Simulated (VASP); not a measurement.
Given:

```yaml
crystal:
  lattice:
    - [2.18500, -3.78453, 0.00000]
    - [2.18500, 3.78453, 0.00000]
    - [0.00000, 0.00000, 4.95000]
  atoms:
    - { symbol: Se, position: [0.00000, 0.22500, 0.66667] }
    - { symbol: Se, position: [0.77500, 0.77500, 0.00000] }
    - { symbol: Se, position: [0.22500, 0.00000, 0.33333] }
```

Method: PBE GGA, VASP's PBE PAW potentials (set 64) (plane waves; VASP). Settings: 725 eV cut-off, 6×6×5 Γ-centred mesh, Gaussian smearing of 0.050 eV, potentials Se.

Task: Which forces act on the atoms, in eV/Å?

Result: 
| atom | Fx | Fy | Fz |
|---|---|---|---|
| Se1 | 0.226 | 0.392 | 0.000 |
| Se2 | -0.453 | 0.000 | 0.000 |
| Se3 | 0.226 | -0.392 | 0.000 |

Task: Give the stress tensor in GPa (positive for a compressed cell).

Result: 
```
2.37  0.00  0.00
0.00  2.37  0.00
0.00  0.00  4.23
```
The pressure is its mean diagonal, 2.99 GPa.

The compound is Se in the trig structure. The cell was not relaxed at this level. The run is one of a series of settings (ENCUT = 725 against the base run), some of them coarse on purpose.
